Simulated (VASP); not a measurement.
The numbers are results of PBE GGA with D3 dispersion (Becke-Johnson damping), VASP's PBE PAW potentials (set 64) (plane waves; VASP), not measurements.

VASP input:

KPOINTS:
```
Automatic mesh
0
Gamma
5 5 8
0 0 0
```

**POSCAR**
```
SnO2
1
    4.7957883444     0.0000000000     0.0000000000
    0.0000000000     4.7957883444     0.0000000000
    0.0000000000     0.0000000000     3.2351988869
Sn O
2 4
Direct
  1.0000000000   0.0000000000   0.0000000000
  0.5000000000   0.5000000000   0.5000000000
  0.3062400600   0.3062400600   0.0000000000
  0.8062400600   0.1937599400   0.5000000000
  0.1937599400   0.8062400600   0.5000000000
  0.6937599400   0.6937599400   1.0000000000
```

INCAR:
```
! general
SYSTEM =SnO2
PREC   =Accurate
ENCUT  =520   ! plane-wave cut-off (eV)
LREAL  =F
LASPH  =T   ! aspherical one-centre terms

! electronic loop
EDIFF  =1E-7   ! SCF stop (eV)
NELM   =100   ! most electronic steps
ALGO   =Normal   ! blocked Davidson
LMAXMIX=4   ! l cut-off of mixed one-centre charges

! smearing
ISMEAR =-5

! functional
GGA    =PE
IVDW   =12   ! D3, Becke-Johnson

! ions
ISIF   =2

! output
LWAVE  =F
LCHARG =T
LORBIT =11   ! lm-projected
NEDOS  =601   ! DOS grid

! other
LEFG   =T
```

POTCAR, in this order: Sn_d O (PBE.64 set). Program: vasp_std.

What VASP printed:

File OSZICAR:
```
       N       E                     dE             d eps       ncg     rms          rms(c)
DAV:   1     0.670497551529E+03    0.67050E+03   -0.26427E+04  1968   0.262E+03
DAV:   2     0.546186938224E+02   -0.61588E+03   -0.59560E+03  2126   0.678E+02
DAV:   3    -0.387881698838E+02   -0.93407E+02   -0.92341E+02  2161   0.225E+02
DAV:   4    -0.433138652230E+02   -0.45257E+01   -0.45075E+01  2182   0.550E+01
DAV:   5    -0.434614190968E+02   -0.14755E+00   -0.14750E+00  2305   0.101E+01    0.157E+01
DAV:   6    -0.372177440334E+02    0.62437E+01   -0.25219E+01  3003   0.723E+01    0.573E+00
DAV:   7    -0.373275096883E+02   -0.10977E+00   -0.20551E+00  2063   0.862E+00    0.325E+00
DAV:   8    -0.373117881222E+02    0.15722E-01   -0.30035E-01  2776   0.525E+00    0.774E-01
DAV:   9    -0.372971385066E+02    0.14650E-01   -0.87755E-02  2919   0.396E+00    0.151E-01
DAV:  10    -0.372978186054E+02   -0.68010E-03   -0.56913E-03  2690   0.723E-01    0.431E-02
DAV:  11    -0.372979054863E+02   -0.86881E-04   -0.31221E-04  2948   0.188E-01    0.187E-02
DAV:  12    -0.372979092022E+02   -0.37159E-05   -0.22049E-05  2456   0.445E-02    0.126E-02
DAV:  13    -0.372979056591E+02    0.35431E-05   -0.14471E-05  2857   0.490E-02    0.229E-03
DAV:  14    -0.372979057885E+02   -0.12938E-06   -0.14204E-06  2634   0.113E-02    0.113E-03
DAV:  15    -0.372979058567E+02   -0.68250E-07   -0.35550E-08  1420   0.165E-03
   1 F= -.38584040E+02 E0= -.38584040E+02  d E =0.000000E+00
```

OUTCAR:
```
------------------------ aborting loop because EDIFF is reached ----------------------------------------
 Edisp (eV)   -1.28613
  FORCE on cell =-STRESS in cart. coord.  units (eV):
  Direction    XX          YY          ZZ          XY          YZ          ZX
  --------------------------------------------------------------------------------------
  Total       0.06938     0.06938     0.02621     0.00000     0.00000     0.00000
  in kB       1.49384     1.49384     0.56431     0.00000     0.00000     0.00000
  external pressure =        1.18 kB  Pullay stress =        0.00 kB
  volume of cell :       74.41
      direct lattice vectors                 reciprocal lattice vectors
     4.795788344  0.000000000  0.000000000     0.208516291  0.000000000  0.000000000
     0.000000000  4.795788344  0.000000000     0.000000000  0.208516291  0.000000000
     0.000000000  0.000000000  3.235198887     0.000000000  0.000000000  0.309100007
 POSITION                                       TOTAL-FORCE (eV/Angst)
 -----------------------------------------------------------------------------------
      0.00000      0.00000      0.00000        -0.000000     -0.000000     -0.000000
      2.39789      2.39789      1.61760        -0.000000     -0.000000     -0.000000
      1.46866      1.46866      0.00000        -0.005154     -0.005154      0.000000
      3.86656      0.92923      1.61760        -0.005154      0.005154     -0.000000
      0.92923      3.86656      1.61760         0.005154     -0.005154     -0.000000
      3.32713      3.32713      0.00000         0.005154      0.005154     -0.000000
 -----------------------------------------------------------------------------------
    total drift:                                0.000000      0.000000      0.000000
  FREE ENERGIE OF THE ION-ELECTRON SYSTEM (eV)
  ---------------------------------------------------
  free  energy   TOTEN  =       -38.5840401047 eV

  energy  without entropy=      -38.5840401047  energy(sigma->0) =      -38.58404010

 total charge

# of ion       s       p       d       tot
------------------------------------------
    1        0.880   1.044  10.342  12.266
    2        0.880   1.044  10.342  12.266
    3        1.561   3.491   0.000   5.051
    4        1.561   3.491   0.000   5.051
    5        1.561   3.491   0.000   5.051
    6        1.561   3.491   0.000   5.051
--------------------------------------------------
tot          8.002  16.050  20.685  44.737

 Electric field gradients after diagonalization (V/A^2)
 (convention: |V_zz| > |V_xx| > |V_yy|)
----------------------------------------------------------------------
 ion       V_xx      V_yy      V_zz     asymmetry (V_yy - V_xx)/ V_zz
----------------------------------------------------------------------
   1     -49.463    -3.165    52.628       0.880
   2     -49.463    -3.165    52.628       0.880
   3      62.612    48.713  -111.325       0.125
   4      62.612    48.713  -111.325       0.125
   5      62.612    48.713  -111.325       0.125
   6      62.612    48.713  -111.325       0.125
```
(Selected blocks of OUTCAR.)

OUTCAR:
```
 val. band max:        5.6931423161   @ k =   0.0000   0.0000   0.0000

 cond. band min:       6.4876643081   @ k =   0.0000   0.0000   0.0000


 Fermi energy:         5.7097434999

 k-point     1 :       0.0000    0.0000    0.0000
  band No.  band energies     occupation
      1     -15.3585      2.00000
      2     -14.6515      2.00000
      3     -14.4561      2.00000
      4     -14.4288      2.00000
      5     -14.4288      2.00000
      6     -14.3680      2.00000
      7     -14.3278      2.00000
      8     -14.2540      2.00000
      9     -14.2102      2.00000
     10     -14.2102      2.00000
     11     -13.0400      2.00000
     12     -11.2898      2.00000
     13     -11.2898      2.00000
     14      -9.6785      2.00000
     15      -2.3213      2.00000
     16       1.7597      2.00000
     17       1.7597      2.00000
     18       1.8464      2.00000
     19       2.7326      2.00000
     20       3.7096      2.00000
     21       3.7432      2.00000
     22       4.4295      2.00000
     23       4.4295      2.00000
     24       4.9463      2.00000
     25       4.9463      2.00000
     26       5.6931      2.00000
     27       6.4877      0.00000
     28      11.4753      0.00000
     29      11.7887      0.00000
     30      11.7887      0.00000
     31      15.8539      0.00000

 k-point     2 :       0.2000    0.0000    0.0000
  band No.  band energies     occupation
      1     -15.3023      2.00000
      2     -14.7173      2.00000
      3     -14.4554      2.00000
      4     -14.4266      2.00000
      5     -14.4265      2.00000
      6     -14.4074      2.00000
      7     -14.3199      2.00000
      8     -14.2600      2.00000
      9     -14.2130      2.00000
     10     -14.2129      2.00000
     11     -12.9190      2.00000
     12     -11.5285      2.00000
     13     -11.0850      2.00000
     14      -9.7650      2.00000
     15      -2.0580      2.00000
     16       1.0771      2.00000
     17       1.9392      2.00000
...
```

Unless said otherwise, spin-orbit coupling is left out, though it shifts the bands of the heavy elements here.

The compound is SnO2 in the rutile structure. It was relaxed first.
